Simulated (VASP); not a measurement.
Method: HSE06 screened hybrid, VASP's PBE PAW potentials (set 64) (plane waves; VASP 6.6.1).

VASP ran on this input.

### KPOINTS
```
K-points
0
Gamma
  1 1 1
0 0 0
```

**POSCAR**
```
Ga31P32
1
   11.0671092084     0.0000000000     0.0000000000
    0.0000000000    11.0671092084     0.0000000000
    0.0000000000     0.0000000000    11.0671092084
Ga P
31 32
Direct
  0.5000942806   0.0005830534   0.0002499899
  0.7490308308   0.2506594004   0.9996995831
  0.7491423787   0.9992395381   0.2512236911
  0.0000186760   0.9999240682   0.0000022257
  0.2512012159   0.2509047444   0.0009746907
  0.5000074801   0.4999640754   0.0002848526
  0.7489648113   0.7490486139   0.0007722636
  0.2511006721   0.0012193926   0.2511578195
  0.5045347584   0.2541118565   0.2541455018
  0.7464312078   0.4955408846   0.2538214767
  0.5000392751   0.0002646026   0.5000300561
  0.7461815467   0.2541438253   0.4956294825
  0.7488972718   0.0008822326   0.7488862357
  0.0000040379   0.4998402558   0.0003383301
  0.2508451038   0.7492455966   0.9995762311
  0.0009163473   0.2509017414   0.2511521923
  0.2537156472   0.5042904681   0.2537243572
  0.4958424979   0.7464451951   0.2535493047
  0.9998969125   0.0003085771   0.5000260853
  0.2539077143   0.2540212306   0.5044812806
  0.7463092433   0.7463085856   0.5043064478
  0.2510887435   0.9993562537   0.7490637962
  0.4956994084   0.2539506011   0.7463229541
  0.7464971227   0.5041319317   0.7466498376
  0.9992231936   0.7491761446   0.2512252472
  0.0001063776   0.4999984483   0.5000098342
  0.2536201970   0.7465376919   0.4958618787
  0.9995325973   0.2507819759   0.7490688252
  0.2535756929   0.4956045465   0.7465356693
  0.5041462541   0.7464315168   0.7468114676
  0.0006388790   0.7491905010   0.7488906644
  0.6251088506   0.1250673491   0.1255792415
  0.8751265844   0.3746615507   0.1252394278
  0.8749130487   0.1252842376   0.3749565585
  0.1252258282   0.1252308326   0.1252276394
  0.3755587651   0.3753998911   0.1266754219
  0.6247049225   0.6245310007   0.1265225252
  0.8747946954   0.8748602014   0.1252837549
  0.3756206280   0.1268470137   0.3756692744
  0.6184104074   0.3820789713   0.3816975389
  0.8736180341   0.6245679229   0.3755099857
  0.6245379540   0.1267274285   0.6244689609
  0.8737225603   0.3754118571   0.6246669933
  0.8747838845   0.1250808591   0.8747932722
  0.1248426090   0.6252578870   0.1252593320
  0.3747969426   0.8754966150   0.1251038308
  0.1265835203   0.3754558123   0.3755241945
  0.3810674226   0.6191623852   0.3810396937
  0.6245536453   0.8736192695   0.3755236067
  0.1252409869   0.1249922641   0.6251338369
  0.3813599187   0.3817037328   0.6187975411
  0.6189185219   0.6190237912   0.6193064386
  0.8748950980   0.8752634700   0.6251435428
  0.3748831981   0.1251706629   0.8749984699
  0.6246758850   0.3753033108   0.8738756008
  0.8752273165   0.6253339846   0.8752153338
  0.1249799980   0.8754393626   0.3747942823
  0.1264122727   0.6246125218   0.6246316340
  0.3755572381   0.8736793729   0.6246499773
  0.1250044840   0.3746539438   0.8754000151
  0.3752542429   0.6245652234   0.8739011744
  0.6252485583   0.8754146862   0.8752655343
  0.1251866024   0.8749020382   0.8747450938
```

**INCAR**
```
SYSTEM  =  Ga31P32
PREC  =  Normal; ENCUT  =  400; LREAL  =  Auto
LASPH  =  .True.; ISYM  =  0; NELECT  =  254.0
EDIFF  =  1E-5; NELM  =  50; NELMIN  =  4
ALGO  =  Normal; LMAXMIX  =  4
ISMEAR  =  0; SIGMA  =  0.05
GGA  =  PE; LHFCALC  =  .True.; AEXX  =  0.25
HFSCREEN  =  0.2; PRECFOCK  =  Fast
ISIF  =  0
LWAVE  =  .False.; LCHARG  =  .False.
```

POTCAR, in this order: Ga P (PBE.64 set). Program: vasp_gam. Read from the step before: WAVECAR.

The resulting files:

OSZICAR:
```
       N       E                     dE             d eps       ncg     rms          rms(c)
DAV:   1    -0.330817302580E+03   -0.33082E+03   -0.16735E+01   318   0.108E+01    0.106E+01
DAV:   2    -0.330930736744E+03   -0.11343E+00   -0.51467E-01   349   0.124E+00    0.701E+00
DAV:   3    -0.330896454416E+03    0.34282E-01   -0.63267E-02   364   0.443E-01    0.409E+00
DAV:   4    -0.330905047311E+03   -0.85929E-02   -0.10696E-01   364   0.266E-01    0.237E+00
DAV:   5    -0.330925538486E+03   -0.20491E-01   -0.45652E-02   388   0.407E-01    0.147E+00
DAV:   6    -0.330937480775E+03   -0.11942E-01   -0.70638E-02   364   0.439E-01    0.836E-01
DAV:   7    -0.330944451417E+03   -0.69706E-02   -0.54399E-02   356   0.251E-01    0.566E-01
DAV:   8    -0.330939018139E+03    0.54333E-02   -0.18952E-02   357   0.284E-01    0.389E-01
DAV:   9    -0.330937096306E+03    0.19218E-02   -0.47459E-02   372   0.296E-01    0.258E-01
DAV:  10    -0.330943353295E+03   -0.62570E-02   -0.35032E-02   357   0.162E-01    0.391E-01
DAV:  11    -0.330936349153E+03    0.70041E-02   -0.19998E-02   397   0.296E-01    0.215E-01
DAV:  12    -0.330939971041E+03   -0.36219E-02   -0.54493E-02   372   0.229E-01    0.294E-01
DAV:  13    -0.330942163035E+03   -0.21920E-02   -0.24944E-02   365   0.202E-01    0.373E-01
DAV:  14    -0.330935026828E+03    0.71362E-02   -0.35320E-02   404   0.321E-01    0.137E-01
DAV:  15    -0.330943120161E+03   -0.80933E-02   -0.54573E-02   357   0.167E-01    0.378E-01
DAV:  16    -0.330939178544E+03    0.39416E-02   -0.19641E-02   396   0.272E-01    0.333E-01
DAV:  17    -0.330935942638E+03    0.32359E-02   -0.55709E-02   380   0.317E-01    0.197E-01
DAV:  18    -0.330944839863E+03   -0.88972E-02   -0.48587E-02   365   0.164E-01    0.442E-01
DAV:  19    -0.330935553889E+03    0.92860E-02   -0.25715E-02   388   0.337E-01    0.262E-01
DAV:  20    -0.330939453745E+03   -0.38999E-02   -0.74462E-02   372   0.274E-01    0.317E-01
DAV:  21    -0.330943689891E+03   -0.42361E-02   -0.37422E-02   372   0.225E-01    0.449E-01
DAV:  22    -0.330933217447E+03    0.10472E-01   -0.46228E-02   389   0.379E-01    0.170E-01
DAV:  23    -0.330943982744E+03   -0.10765E-01   -0.78445E-02   364   0.207E-01    0.436E-01
DAV:  24    -0.330939739494E+03    0.42432E-02   -0.28894E-02   389   0.312E-01    0.407E-01
DAV:  25    -0.330933983098E+03    0.57564E-02   -0.74555E-02   373   0.381E-01    0.219E-01
DAV:  26    -0.330946867372E+03   -0.12884E-01   -0.71301E-02   372   0.191E-01    0.519E-01
DAV:  27    -0.330934569076E+03    0.12298E-01   -0.34163E-02   381   0.391E-01    0.330E-01
DAV:  28    -0.330938452404E+03   -0.38833E-02   -0.10367E-01   373   0.338E-01    0.360E-01
DAV:  29    -0.330945939059E+03   -0.74867E-02   -0.56097E-02   372   0.256E-01    0.538E-01
DAV:  30    -0.330930828213E+03    0.15111E-01   -0.60859E-02   389   0.447E-01    0.217E-01
DAV:  31    -0.330944860848E+03   -0.14033E-01   -0.11191E-01   357   0.258E-01    0.502E-01
DAV:  32    -0.330940781653E+03    0.40792E-02   -0.42737E-02   373   0.358E-01    0.496E-01
DAV:  33    -0.330931170186E+03    0.96115E-02   -0.99222E-02   373   0.457E-01    0.246E-01
DAV:  34    -0.330949519571E+03   -0.18349E-01   -0.10378E-01   372   0.227E-01    0.607E-01
DAV:  35    -0.330933651746E+03    0.15868E-01   -0.46049E-02   397   0.451E-01    0.404E-01
DAV:  36    -0.330936708961E+03   -0.30572E-02   -0.13936E-01   365   0.408E-01    0.400E-01
DAV:  37    -0.330949040561E+03   -0.12332E-01   -0.82518E-02   372   0.288E-01    0.637E-01
DAV:  38    -0.330927907242E+03    0.21133E-01   -0.77600E-02   389   0.520E-01    0.281E-01
DAV:  39    -0.330945521534E+03   -0.17614E-01   -0.15738E-01   357   0.323E-01    0.571E-01
DAV:  40    -0.330942611411E+03    0.29101E-02   -0.62034E-02   373   0.404E-01    0.593E-01
DAV:  41    -0.330927605282E+03    0.15006E-01   -0.12856E-01   381   0.538E-01    0.273E-01
DAV:  42    -0.330952338646E+03   -0.24733E-01   -0.14494E-01   372   0.267E-01    0.695E-01
DAV:  43    -0.330933157186E+03    0.19181E-01   -0.60253E-02   389   0.510E-01    0.498E-01
DAV:  44    -0.330934050319E+03   -0.89313E-03   -0.18175E-01   373   0.491E-01    0.436E-01
DAV:  45    -0.330952861968E+03   -0.18812E-01   -0.11658E-01   357   0.320E-01    0.736E-01
DAV:  46    -0.330925041245E+03    0.27821E-01   -0.97193E-02   389   0.592E-01    0.352E-01
DAV:  47    -0.330945414682E+03   -0.20373E-01   -0.20705E-01   357   0.393E-01    0.629E-01
DAV:  48    -0.330945228788E+03    0.18589E-03   -0.86288E-02   373   0.444E-01    0.691E-01
DAV:  49    -0.330923622514E+03    0.21606E-01   -0.15754E-01   389   0.615E-01    0.303E-01
DAV:  50    -0.330954940380E+03   -0.31318E-01   -0.19270E-01   357   0.312E-01
   1 F= -.33095494E+03 E0= -.33095440E+03  d E =-.108154E-02
```

OUTCAR:
```
------------------------ aborting loop EDIFF was not reached (unconverged)  ----------------------------
  volume of cell :     1355.51
      direct lattice vectors                 reciprocal lattice vectors
    11.067109208  0.000000000  0.000000000     0.090357832  0.000000000  0.000000000
     0.000000000 11.067109208  0.000000000     0.000000000  0.090357832  0.000000000
     0.000000000  0.000000000 11.067109208     0.000000000  0.000000000  0.090357832
  FREE ENERGIE OF THE ION-ELECTRON SYSTEM (eV)
  ---------------------------------------------------
  free  energy   TOTEN  =      -330.9549403795 eV

  energy  without entropy=     -330.9538588386  energy(sigma->0) =     -330.95439961

  exchange ACFDT corr.  =         0.00000000  see jH, gK, PRB 81, 115126
```
(Selected blocks of OUTCAR.)

**stdout**
```
...
DAV:  31    -0.330944860848E+03   -0.14033E-01   -0.11191E-01   357   0.258E-01    0.502E-01
DAV:  32    -0.330940781653E+03    0.40792E-02   -0.42737E-02   373   0.358E-01    0.496E-01
DAV:  33    -0.330931170186E+03    0.96115E-02   -0.99222E-02   373   0.457E-01    0.246E-01
DAV:  34    -0.330949519571E+03   -0.18349E-01   -0.10378E-01   372   0.227E-01    0.607E-01
DAV:  35    -0.330933651746E+03    0.15868E-01   -0.46049E-02   397   0.451E-01    0.404E-01
DAV:  36    -0.330936708961E+03   -0.30572E-02   -0.13936E-01   365   0.408E-01    0.400E-01
DAV:  37    -0.330949040561E+03   -0.12332E-01   -0.82518E-02   372   0.288E-01    0.637E-01
DAV:  38    -0.330927907242E+03    0.21133E-01   -0.77600E-02   389   0.520E-01    0.281E-01
DAV:  39    -0.330945521534E+03   -0.17614E-01   -0.15738E-01   357   0.323E-01    0.571E-01
DAV:  40    -0.330942611411E+03    0.29101E-02   -0.62034E-02   373   0.404E-01    0.593E-01
DAV:  41    -0.330927605282E+03    0.15006E-01   -0.12856E-01   381   0.538E-01    0.273E-01
DAV:  42    -0.330952338646E+03   -0.24733E-01   -0.14494E-01   372   0.267E-01    0.695E-01
DAV:  43    -0.330933157186E+03    0.19181E-01   -0.60253E-02   389   0.510E-01    0.498E-01
DAV:  44    -0.330934050319E+03   -0.89313E-03   -0.18175E-01   373   0.491E-01    0.436E-01
DAV:  45    -0.330952861968E+03   -0.18812E-01   -0.11658E-01   357   0.320E-01    0.736E-01
DAV:  46    -0.330925041245E+03    0.27821E-01   -0.97193E-02   389   0.592E-01    0.352E-01
DAV:  47    -0.330945414682E+03   -0.20373E-01   -0.20705E-01   357   0.393E-01    0.629E-01
DAV:  48    -0.330945228788E+03    0.18589E-03   -0.86288E-02   373   0.444E-01    0.691E-01
DAV:  49    -0.330923622514E+03    0.21606E-01   -0.15754E-01   389   0.615E-01    0.303E-01
DAV:  50    -0.330954940380E+03   -0.31318E-01   -0.19270E-01   357   0.312E-01

 -----------------------------------------------------------------------------
|                                                                             |
|           W    W    AA    RRRRR   N    N  II  N    N   GGGG   !!!           |
|           W    W   A  A   R    R  NN   N  II  NN   N  G    G  !!!           |
|           W    W  A    A  R    R  N N  N  II  N N  N  G       !!!           |
|           W WW W  AAAAAA  RRRRR   N  N N  II  N  N N  G  GGG   !            |
|           WW  WW  A    A  R   R   N   NN  II  N   NN  G    G                |
|           W    W  A    A  R    R  N    N  II  N    N   GGGG   !!!           |
|                                                                             |
|     The electronic self-consistency was not achieved in the given           |
|     number of steps (NELM). The forces and other quantities evaluated       |
|     might not be reliable so examine the results carefully. If you find     |
|     spurious results, we suggest increasing NELM, if you were close to      |
|     convergence or switching to a different ALGO or adjusting the           |
|     density mixing parameters otherwise.                                    |
|                                                                             |
 -----------------------------------------------------------------------------

   1 F= -.33095494E+03 E0= -.33095440E+03  d E =-.108154E-02
```

Convergence was not reached.

The cell is charged, with a uniform compensating background. The supercell is sampled at Γ alone, which is coarse: total energies, pressure and levels can be off, energies of defects by several tenths of an eV.

The cell is a supercell with a defect, built from GaP (zinc blende): vac_Ga, charge -1. The cell's shape comes from a PBE relaxation. The run is not spin-polarised, so no state with unpaired spins was tried.
